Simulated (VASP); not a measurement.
Consider the following.

```yaml
crystal:
  lattice:
    - [2.24585, 1.29664, 7.29483]
    - [-2.24585, 1.29664, 7.29483]
    - [0.00000, -2.59329, 7.29483]
  atoms:
    - { symbol: Al, position: [0.00063, 0.00063, 0.00063] }
    - { symbol: In, position: [0.49958, 0.49958, 0.49958] }
    - { symbol: Sb, position: [0.87907, 0.87907, 0.87907] }
    - { symbol: Sb, position: [0.37071, 0.37071, 0.37071] }
```

Level of theory: PBEsol GGA, VASP's PBE PAW potentials (set 64) (plane waves; VASP). Settings: 400 eV cut-off, 7×7×7 Γ-centred mesh, tetrahedra with Blöchl corrections, potentials Al In_d Sb.

Unless said otherwise, spin-orbit coupling is left out, though it shifts the bands of the heavy elements here.

Q: Estimate the energy per atom (σ→0), band gap (on the k-mesh) with the smallest direct gap where there is one.

A: 
band gap (on the k-mesh): 0.42 eV
smallest direct gap (on the k-mesh): 0.42 eV
energy per atom (σ→0): -4.127 eV/atom

The absolute energy has meaning only against runs of the same code, potentials and settings.

The structure comes from a computed database's AlInSb2 entry (R3m); how it stands against other phases isn't given here. It was relaxed first.
